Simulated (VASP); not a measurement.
# Ge (Fd-3m) in VASP: settings compared, part 2 of 2

VASP 6.6.1.

### 3 Band structure, PBEsol, spin-orbit coupling, no magnetisation

Contents of INCAR:

```
PREC = Accurate
ENCUT = 520
EDIFF = 1E-6
ISMEAR = 0
SIGMA = 0.03
LREAL = F
LASPH = T
NELM = 80
ALGO = Fast
ISIF = 2
LWAVE = F
LCHARG = F
MAGMOM = 0 0 0 0 0 0
LORBIT = 11
LSORBIT = T
GGA_COMPAT = F
GGA = PS
NBANDS = 42
```

Contents of KPOINTS:

```
Automatic mesh
0
Gamma
  6 6 6
```

Contents of POSCAR:

```
Ge                                      
1.0
   -0.0000000000      2.8370028156      2.8370028156
    2.8370028156     -0.0000000000      2.8370028156
    2.8370028156      2.8370028156     -0.0000000000
  Ge            
     2
Direct
     0.0000000000000000    0.0000000000000000    0.0000000000000000
     0.2500000000000000    0.2500000000000000    0.2500000000000000
```

KPOINTS_OPT is that of step 2.

Potentials or basis: VASP PAW PBE potentials, release 64 (Ge_d).

Run with:

```
$ cat potpaw_PBE.64/Ge_d/POTCAR > POTCAR
$ mpirun -np 1 vasp_ncl > vasp.out
```

OUTCAR:

```text
PREC = Accurate
   ENCUT = 520
   EDIFF = 1E-6
   ISMEAR = 0
   LREAL = F
   LASPH = T
   NELM = 80
   ISIF = 2
   LORBIT = 11
   LSORBIT = T
   GGA = PS

 ion  position               nearest neighbor table
   1  0.000  0.000  0.000-   2 2.46   2 2.46   2 2.46   2 2.46
   2  0.250  0.250  0.250-   1 2.46   1 2.46   1 2.46   1 2.46

  LATTYP: Found a face centered cubic cell.
 ALAT       =     5.6740056312

  Lattice vectors:

 A1 = (   0.0000000000,   2.8370028156,   2.8370028156)
 A2 = (   2.8370028156,   0.0000000000,   2.8370028156)
 A3 = (   2.8370028156,   2.8370028156,   0.0000000000)

Analysis of symmetry for initial positions (statically):
=====================================================================
 Subroutine PRICEL returns:
 Original cell was already a primitive cell.

 Routine SETGRP: Setting up the symmetry group for a
 face centered cubic supercell.

 Subroutine GETGRP returns: Found 48 space group operations
 (whereof 24 operations were pure point group operations)
 out of a pool of 48 trial point group operations.

The static configuration has the point symmetry T_d .
 The point group associated with its full space group is O_h .

Analysis of symmetry for dynamics (positions and initial velocities):
=====================================================================
 Subroutine PRICEL returns:
 Original cell was already a primitive cell.

 Routine SETGRP: Setting up the symmetry group for a
 face centered cubic supercell.

 Subroutine GETGRP returns: Found 48 space group operations
 (whereof 24 operations were pure point group operations)
 out of a pool of 48 trial point group operations.

The dynamic configuration has the point symmetry T_d .
 The point group associated with its full space group is O_h .

[... 876 lines left out ...]
 -----------------------------------------------------------------------------------
      0.00000      0.00000      0.00000         0.000000      0.000000      0.000000
      1.41850      1.41850      1.41850        -0.000000     -0.000000     -0.000000
 -----------------------------------------------------------------------------------
    total drift:                                0.000000      0.000000      0.000000

  FREE ENERGIE OF THE ION-ELECTRON SYSTEM (eV)
  ---------------------------------------------------
  free  energy   TOTEN  =        -9.8467422002 eV

  energy  without entropy=       -9.8464479930  energy(sigma->0) =       -9.84659510

 Spin-Orbit-Coupling matrix elements

 Ion:    1  E_soc:     -0.0188683
 l=   1
     0.0000000    -0.0021934    -0.0021934
    -0.0021934     0.0000000    -0.0021934
    -0.0021934    -0.0021934     0.0000000
 l=   2
     0.0000000    -0.0001884     0.0000000    -0.0001884    -0.0007629
    -0.0001884     0.0000000    -0.0005721    -0.0001884    -0.0001907
     0.0000000    -0.0005721     0.0000000    -0.0005721     0.0000000
    -0.0001884    -0.0001884    -0.0005721     0.0000000    -0.0001907
    -0.0007629    -0.0001907     0.0000000    -0.0001907     0.0000000
 l=   3
     0.0000000     0.0000000     0.0000000     0.0000000     0.0000000     0.0000000     0.0000000
     0.0000000     0.0000000     0.0000000     0.0000000     0.0000000     0.0000000     0.0000000
     0.0000000     0.0000000     0.0000000     0.0000000     0.0000000     0.0000000     0.0000000
     0.0000000     0.0000000     0.0000000     0.0000000     0.0000000     0.0000000     0.0000000
     0.0000000     0.0000000     0.0000000     0.0000000     0.0000000     0.0000000     0.0000000
     0.0000000     0.0000000     0.0000000     0.0000000     0.0000000     0.0000000     0.0000000
     0.0000000     0.0000000     0.0000000     0.0000000     0.0000000     0.0000000     0.0000000

 Ion:    2  E_soc:     -0.0188683
 l=   1
     0.0000000    -0.0021934    -0.0021934
    -0.0021934     0.0000000    -0.0021934
    -0.0021934    -0.0021934     0.0000000
 l=   2
     0.0000000    -0.0001884     0.0000000    -0.0001884    -0.0007629
    -0.0001884     0.0000000    -0.0005721    -0.0001884    -0.0001907
     0.0000000    -0.0005721     0.0000000    -0.0005721     0.0000000
    -0.0001884    -0.0001884    -0.0005721     0.0000000    -0.0001907
    -0.0007629    -0.0001907     0.0000000    -0.0001907     0.0000000
 l=   3
     0.0000000     0.0000000     0.0000000     0.0000000     0.0000000     0.0000000     0.0000000
     0.0000000     0.0000000     0.0000000     0.0000000     0.0000000     0.0000000     0.0000000
     0.0000000     0.0000000     0.0000000     0.0000000     0.0000000     0.0000000     0.0000000
     0.0000000     0.0000000     0.0000000     0.0000000     0.0000000     0.0000000     0.0000000
     0.0000000     0.0000000     0.0000000     0.0000000     0.0000000     0.0000000     0.0000000
     0.0000000     0.0000000     0.0000000     0.0000000     0.0000000     0.0000000     0.0000000
     0.0000000     0.0000000     0.0000000     0.0000000     0.0000000     0.0000000     0.0000000

 total charge

# of ion       s       p       d       tot
------------------------------------------
    1        1.127   1.254  10.023  12.404
    2        1.127   1.254  10.023  12.404
--------------------------------------------------
tot          2.254   2.509  20.045  24.808

 magnetization (x)

# of ion       s       p       d       tot
------------------------------------------
    1       -0.000  -0.000   0.000  -0.000
    2        0.000   0.000  -0.000   0.000
--------------------------------------------------
tot         -0.000  -0.000   0.000  -0.000

 magnetization (y)

# of ion       s       p       d       tot
------------------------------------------
    1        0.000   0.000   0.000   0.000
    2        0.000   0.000   0.000   0.000
--------------------------------------------------
tot          0.000   0.000   0.000   0.000

 magnetization (z)

# of ion       s       p       d       tot
------------------------------------------
    1        0.000   0.000   0.000   0.000
    2        0.000   0.000  -0.000   0.000
--------------------------------------------------
tot          0.000   0.000   0.000   0.000
```

It took 4.4 min on 1 thread of AMD EPYC 9R45 (Zen 5), shared host; peak memory 0.27 GiB.

Results:

```
Free energy                                           : -9.8467 eV
Pressure                                              : 0.1 GPa
Valence electrons inside the program's atomic spheres : Ge 12.40
```

Caveat: the PAW data sets were made with another functional, which shifts forces and pressure a little.

### 4 Band structure, TB-mBJ

POSCAR is that of step 3.

Contents of INCAR.step1:

```
PREC = Accurate
ENCUT = 520
EDIFF = 1E-5
ISMEAR = 0
SIGMA = 0.03
LREAL = F
LASPH = T
NELM = 80
ALGO = Normal
ISIF = 2
LWAVE = T
LCHARG = F
NBANDS = 21
GGA = PE
```

Contents of INCAR.step2:

```
PREC = Accurate
ENCUT = 520
EDIFF = 1E-6
ISMEAR = 0
SIGMA = 0.03
LREAL = F
LASPH = T
NELM = 80
ALGO = Normal
ISIF = 2
LWAVE = F
LCHARG = F
METAGGA = MBJ
NBANDS = 21
ISTART = 1
```

Contents of KPOINTS:

```
Automatic mesh
0
Gamma
  10 10 10
```

KPOINTS_OPT is that of step 3.

Run with:

```
$ cat potpaw_PBE.64/Ge_d/POTCAR > POTCAR
$ cp INCAR.step1 INCAR
$ mpirun -np 1 vasp_std > vasp.out
$ cp INCAR.step2 INCAR
$ mpirun -np 1 vasp_std > vasp.out
```

Run time: 2.1 min. Hardware: 1 thread of AMD EPYC 9R45 (Zen 5), shared host; peak memory 0.18 GiB.

Results (log left out):

```yaml
Band_gap_on_the_k_mesh: 0.68 eV, direct
Band_gap_along_the_path: 0.68 eV, direct
```

Levels at the corners of the path, in eV from the valence-band top:
```tsv
point	band 11	band 12	band 13	band 14	band 15	band 16	band 17	band 18
Γ	-12.55	0.00	0.00	0.00	0.68	2.81	2.81	2.82
X	-8.67	-8.67	-2.96	-2.96	1.23	1.23	9.95	9.96
X	-8.67	-8.67	-2.96	-2.96	1.23	1.23	9.95	9.96
W	-8.58	-8.58	-3.70	-3.70	4.69	4.69	5.06	5.06
W	-8.58	-8.58	-3.70	-3.70	4.69	4.69	5.06	5.06
K	-9.15	-8.08	-4.11	-2.53	1.62	4.45	7.66	7.67
K	-9.15	-8.08	-4.11	-2.53	1.62	4.45	7.66	7.67
Γ	-12.55	0.00	0.00	0.00	0.68	2.81	2.81	2.82
Γ	-12.55	0.00	0.00	0.00	0.68	2.81	2.81	2.82
L	-10.48	-7.34	-1.36	-1.36	0.69	4.02	4.02	7.75
L	-10.48	-7.34	-1.36	-1.36	0.69	4.02	4.02	7.75
U	-9.15	-8.08	-4.11	-2.53	1.62	4.45	7.66	7.67
U	-9.15	-8.08	-4.11	-2.53	1.62	4.45	7.66	7.67
W	-8.58	-8.58	-3.70	-3.70	4.69	4.69	5.06	5.06
W	-8.58	-8.58	-3.70	-3.70	4.69	4.69	5.06	5.06
L	-10.48	-7.34	-1.36	-1.36	0.69	4.02	4.02	7.75
L	-10.48	-7.34	-1.36	-1.36	0.69	4.02	4.02	7.75
K	-9.15	-8.08	-4.11	-2.53	1.62	4.45	7.66	7.67
U	-9.15	-8.08	-4.11	-2.53	1.62	4.45	7.66	7.67
X	-8.67	-8.67	-2.96	-2.96	1.23	1.23	9.95	9.96
```

Caveat: the PAW data sets were made with another functional, which shifts forces and pressure a little.

### 5 Summary

| level | spin | k mesh | pressure (GPa) |
| --- | --- | --- | --- |
| PBEsol | off | 10 × 10 × 10 | 0.3 |
| PBEsol | SOC, no magnetisation | 6 × 6 × 6 | 0.1 |
| TB-mBJ | off | 10 × 10 × 10 | - |

Alike in all rows: task band structure; potentials or basis VASP PAW PBE potentials, release 64 (Ge_d); cell as given; cutoff (eV) 520; smearing gaussian 0.03 eV.

Caveats: the PAW data sets were made with another functional, which shifts forces and pressure a little; this crystal is a semiconductor, whose small gap the functional closes, so the metal is an error of the method (some runs).

Total energies depend on the potentials used, so only differences within one code and one set of settings carry meaning.

### 6 How close it comes

Step 2. A measured gap of Ge is 0.666 eV (indirect; 293 K; “Electronic and optical properties of SixGe1-x-ySny alloys lattice-matched to Ge”, 2021, arxiv:2109.02782); the calculated 0.00 eV misses it by -0.67 eV. 3 values of this kind are on record (0.666 to 0.807 eV); this one was drawn at random among those near their median. Spin-orbit coupling on Ge is left out. The value is that of PBEsol, without temperature or zero-point motion. Semilocal functionals fall short of measured gaps as a rule.

Step 4. A measured gap of Ge is 0.744 eV (indirect; 0 K; “Temperature-dependent photoluminescence in Ge: experiment and theory”, 2020, arxiv:2003.00143); the calculated 0.68 eV misses it by -0.07 eV. 3 values of this kind are on record (0.666 to 0.807 eV); this one was drawn at random among those near their median. Spin-orbit coupling on Ge is left out. The value is that of TB-mBJ, without temperature or zero-point motion.
